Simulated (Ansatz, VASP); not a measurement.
# ZrB2 in two plane-wave programs, part 3 of 3

Wanted: the spread between two codes on one cell, functional and k mesh. Of the first pair: The structure shown is frame 20 of Ansatz's trajectory.

VASP 6.6.1 and Ansatz 0.2.0.

So far. Step 6 (VASP: single point, PBE, pair 2): The run ends at a pressure of 1.09 GPa, with forces up to 0.74 eV/Å.

## (7) Differences

Forces on 7 of the 24 atoms, those with the largest forces and the largest differences (eV/Å; atoms numbered as in POSCAR):

```csv
atom,"Ansatz x, y, z","VASP x, y, z"
Zr3,"0.281, -0.353, -0.366","0.281, -0.354, -0.367"
Zr4,"-0.276, -0.472, 0.004","-0.277, -0.474, 0.004"
Zr7,"0.532, 0.165, 0.467","0.534, 0.165, 0.469"
B15,"-0.382, -0.429, 0.105","-0.384, -0.429, 0.105"
B16,"-0.605, 0.324, 0.264","-0.607, 0.325, 0.265"
B20,"-0.016, 0.630, 0.036","-0.015, 0.632, 0.036"
B23,"0.384, 0.225, -0.290","0.385, 0.226, -0.291"
```

The forces differ by 0.8 meV/Å r.m.s., which is 0.3 % of the r.m.s. force of 0.258 eV/Å (both taken over all components).

## (8) Ansatz: dynamics, PBE

One frame of this run of dynamics is then solved in both programs, so the motion causes no difference.

The structure compared here is frame 60 of Ansatz's trajectory.

This is the run of step 2 again, met here at its other cell.

## (9) VASP: single point, PBE, pair 3

The same cell, functional, mesh and smearing now go to VASP, with its own data sets.

Input file INCAR:

```
SYSTEM = ZrB2
PREC = Accurate
ENCUT = 420
EDIFF = 1E-06
NELM = 120
ISMEAR = -1
SIGMA = 0.05
LREAL = .FALSE.
ALGO = Normal
GGA = PE
NBANDS = 96
LASPH = .TRUE.
LORBIT = 11
LWAVE = .FALSE.
LCHARG = .FALSE.
ISIF = 2
GGA_COMPAT = .FALSE.
KPAR = 4
```

Input file POSCAR:

```
ZrB2
1.0
   -4.7550000000      2.7453005300      3.5330000000
   -4.7550000000      2.7453005300     -3.5330000000
   -3.1700000000     -5.4906010600      3.5330000000
Zr B
8 16
Direct
    0.8752036751      0.6286434800      0.7474298983
    0.3699936098      0.1296667741      0.7520810330
    0.2532163929      0.7517566365      0.4994502351
    0.7456300210      0.2555969358      0.4971936342
    0.6222386618      0.8797826537      0.2486068280
    0.1225763728      0.3777480160      0.2496332906
    0.4926145768      0.5126119226      0.0037593045
    0.9948641239      0.0063054685      0.9991809426
    0.1604896280      0.1707449102      0.4986339971
    0.6663571087      0.6714207852      0.4990574495
    0.5401172088      0.2948812445      0.2491597334
    0.0436057430      0.7873455101      0.2448810068
    0.9164312965      0.4186150859      0.0023550320
    0.4205008196      0.9141016619      0.9964533755
    0.7878956470      0.0506746652      0.7511215033
    0.2912356055      0.5398773622      0.7481087819
    0.3260744664      0.3357545650      0.5009334244
    0.8388460069      0.8305582153      0.4982047077
    0.7050263700      0.4684782311      0.2506248019
    0.2057508371      0.9644778486      0.2436885172
    0.0728435682      0.5888470133      0.9976360519
    0.5802413303      0.0920512748      0.9980740260
    0.9505815401      0.2178764503      0.7462855697
    0.4595674509      0.7071668533      0.7450862408
```

Input file KPOINTS:

```
Automatic mesh
0
Gamma
4 4 4
0 0 0
```

The projector-augmented-wave data sets are Zr_sv and B (PBE family, release 64).

On the command line:

```
$ mpirun -np 4 vasp_std
```

Output:

```text
[... set-up lines as in an earlier step ...]
 entering main loop
       N       E                     dE             d eps       ncg     rms          rms(c)
DAV:   1     0.105144594499E+04    0.10514E+04   -0.64884E+04  6912   0.128E+03
DAV:   2    -0.120248439880E+03   -0.11717E+04   -0.11229E+04  7968   0.386E+02
DAV:   3    -0.214343649799E+03   -0.94095E+02   -0.93041E+02 10368   0.898E+01
DAV:   4    -0.220866247527E+03   -0.65226E+01   -0.65101E+01 10432   0.197E+01
[...]
DAV:  12    -0.199661638564E+03    0.37710E-04   -0.31193E-04  9848   0.470E-02    0.196E-02
DAV:  13    -0.199661634658E+03    0.39058E-05   -0.15847E-05  8880   0.103E-02    0.705E-03
DAV:  14    -0.199661633893E+03    0.76534E-06   -0.71649E-07  5008   0.321E-03
   1 F= -.19966163E+03 E0= -.19965257E+03  d E =-.181262E-01
```

OUTCAR, selected parts (step 9):

```text
  Total        1.5273257      1.1009592      2.6628858     -0.2131638      0.0668547     -0.0118962
  in kB        9.9485423      7.1713185     17.3452411     -1.3884853      0.4354716     -0.0774880
  external PRESSURE =      11.4883673 kB  Pullay stress =       0.0000000 kB

 POSITION                                       TOTAL-FORCE (eV/Angst)
 -----------------------------------------------------------------------------------
     -9.52015      0.02467      3.51177         0.071050     -0.237871     -0.185551
     -4.75998     -2.75766      3.50618         0.058483      0.433692      0.073588
     -6.36190      0.01667      0.00321         0.320586     -0.172065     -0.558243
     -6.33694      0.01878      3.48787         0.096350     -0.188005      0.323865
     -7.93019      2.75850     -0.03158        -0.127279     -0.071614     -0.006553
     -3.17038      0.00290     -0.01957        -0.087929      0.234739      0.004142
     -4.79177      2.73901     -0.05737         0.713124      0.348321      0.554359
     -7.92796     -2.73759      7.02268         0.057013      0.169184      0.315742
     -3.15569     -1.82846      1.72544        -0.116749      0.148303      0.129577
     -7.94315      0.93248      1.74528         0.037775     -0.041114      0.021055
     -4.76025      0.92429      1.74670        -0.055577     -0.034456     -0.141069
     -4.72745      0.93667     -1.76247        -0.463226     -0.154377     -0.397746
     -6.35561      3.65217      1.76711         0.261690      0.287468     -0.418757
     -9.50479     -1.80724      1.77658        -0.191740      0.053621     -0.454316
[...]
-----------------------------------------------------------------------------------
    total drift:                               -0.000173     -0.000005     -0.000118

  FREE ENERGIE OF THE ION-ELECTRON SYSTEM (eV)
  ---------------------------------------------------
  free  energy   TOTEN  =      -199.6616338926 eV

  energy  without entropy=     -199.6435076949  energy(sigma->0) =     -199.65257079

[... 2 parts as in an earlier step ...]

[... 1 further part left out ...]
[key lines of the parts left out:]
E-fermi :  10.5250
```

The run ends at a pressure of 1.15 GPa, with forces up to 0.97 eV/Å.

## (10) Side by side

Forces on 8 of the 24 atoms, those with the largest forces and the largest differences (eV/Å; atoms numbered as in POSCAR):

```
atom          Ansatz x, y, z            VASP x, y, z
 Zr3   0.320, -0.172, -0.556   0.321, -0.172, -0.558
 Zr4    0.095, -0.188, 0.322    0.096, -0.188, 0.324
 Zr7     0.712, 0.348, 0.553     0.713, 0.348, 0.554
 B12  -0.462, -0.154, -0.397  -0.463, -0.154, -0.398
 B18  -0.127, -0.035, -0.568  -0.128, -0.035, -0.570
 B20    0.048, -0.550, 0.255    0.048, -0.553, 0.255
 B21    -0.540, 0.149, 0.471    -0.542, 0.150, 0.472
 B23   -0.092, -0.360, 0.468   -0.092, -0.361, 0.469
```

The forces differ by 0.9 meV/Å r.m.s., which is 0.3 % of the r.m.s. force of 0.281 eV/Å (both taken over all components).

## (11) Results

```
r.m.s. force difference (single point, PBE, pair 1) : 0.35 % of the r.m.s. force
r.m.s. force difference (single point, PBE, pair 2) : 0.31 % of the r.m.s. force
r.m.s. force difference (single point, PBE, pair 3) : 0.33 % of the r.m.s. force
```

The r.m.s. force difference is 0.35 % of the r.m.s. force (single point, PBE, pair 1), within the 3 % picked in this series as the mark of a large difference. Such differences can come from data sets, numerical settings and the points named under the comparisons, not from the functional's error against experiment.

[Lines on the potential files, build, host, timing and source positions are cut from VASP's logs without a mark.]

[Logs are printed without paths, hosts, clocks, repeated set-up lines and the standing remarks that a program may print on its own settings, such as how far it seeks lower states.]

[Hosts, paths, dates, database ids (printed as entryN), source tags and the programs' standing remarks are cut or masked in the printed files.]
